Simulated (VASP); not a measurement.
A convergence study with VASP on Hf (hcp): one setting is varied, all else stays as given below, so the limit is that of these other settings. Each run relaxes cell and ions from the cell shown.

```
CELL_PARAMETERS angstrom
      1.59500    -2.76262     0.00000
      1.59500     2.76262     0.00000
      0.00000     0.00000     5.05000
ATOMIC_POSITIONS crystal
  Hf 0.33333 0.66667 0.25000
  Hf 0.66667 0.33333 0.75000
```

These are LDA (Ceperley-Alder, Perdew-Zunger), VASP's LDA PAW potentials (set 64) (plane waves; VASP) values and carry that method's errors. The tightest run used: 550 eV cut-off, 18×18×10 Γ-centred mesh, first-order Methfessel-Paxton smearing of 0.10 eV, potentials Hf_pv.

The settings run are 2×2×1 mesh; 3×3×2 mesh; 4×4×2 mesh; 5×5×3 mesh; 6×6×3 mesh; 7×7×4 mesh; 8×8×4 mesh; 9×9×5 mesh; 10×10×5 mesh; 12×12×6 mesh; 13×13×7 mesh; 14×14×7 mesh; 15×15×8 mesh; 16×16×9 mesh; 17×17×9 mesh; 18×18×10 mesh. From which on does the relaxed volume stay within 0.1 Å³/atom of the tightest run?

From 7×7×4 mesh on: it is off by 0.071 there and by no more than 0.1 in any finer run, while 6×6×3 mesh is off by 0.152.
```
setting        relaxed volume (Å³/atom)  E (eV/atom)  irreducible k-points  difference judged (Å³/atom)
-------------  ------------------------  -----------  --------------------  ---------------------------
2×2×1 mesh                       19.935     -11.6759                     2                        0.912
3×3×2 mesh                       20.812     -10.7184                     6                        0.035
4×4×2 mesh                       20.885     -10.6607                     8                        0.038
5×5×3 mesh                       20.780     -10.7048                    10                        0.066
6×6×3 mesh                       20.998     -10.6548                    14                        0.152
7×7×4 mesh                       20.917     -10.6905                    24                        0.071
8×8×4 mesh                       20.856     -10.7041                    30                        0.010
9×9×5 mesh                       20.824     -10.6986                    36                        0.022
10×10×5 mesh                     20.805     -10.6990                    42                        0.042
12×12×6 mesh                     20.840     -10.6951                    76                        0.007
13×13×7 mesh                     20.848     -10.6937                    84                        0.002
14×14×7 mesh                     20.832     -10.6949                    96                        0.014
15×15×8 mesh                     20.849     -10.6951                   135                        0.002
16×16×9 mesh                     20.826     -10.6964                   150                        0.021
17×17×9 mesh                     20.835     -10.6957                   165                        0.011
18×18×10 mesh                    20.846     -10.6954                   222                        0.000
```

Left out are rungs that failed or repeat a setting and relaxations that didn't move; long series are thinned to 24 rows.

The compound is Hf in the hcp structure.
